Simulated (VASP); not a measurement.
**Y (relaxed from the simple-cubic structure, space group Pm-3m): computed properties**

Method: PBEsol GGA, VASP's PBE PAW potentials (set 64) (plane waves; VASP).

For Y, the space group is Pm-3m (221) and the cell comes out as a = b = c = 3.2060 Å, α = β = γ = 90.00°. The volume per atom comes out as 32.95 Å³/atom. The band gap (over mesh and band path) is none (metal, semimetal or under 0.01 eV) and the density is 4.48 g/cm³.

```yaml
crystal:
  lattice:
    - [3.20600, 0.00000, 0.00000]
    - [0.00000, 3.20600, 0.00000]
    - [0.00000, 0.00000, 3.20600]
  atoms:
    - { symbol: Y, position: [0.00000, 0.00000, 0.00000] }
```

The structure was generated: Y was put into the simple-cubic type (Pm-3m), which need not be its known phase. It was relaxed first, which changed the volume by -11 %. Symmetry was kept, so distortions that lower it aren't found.
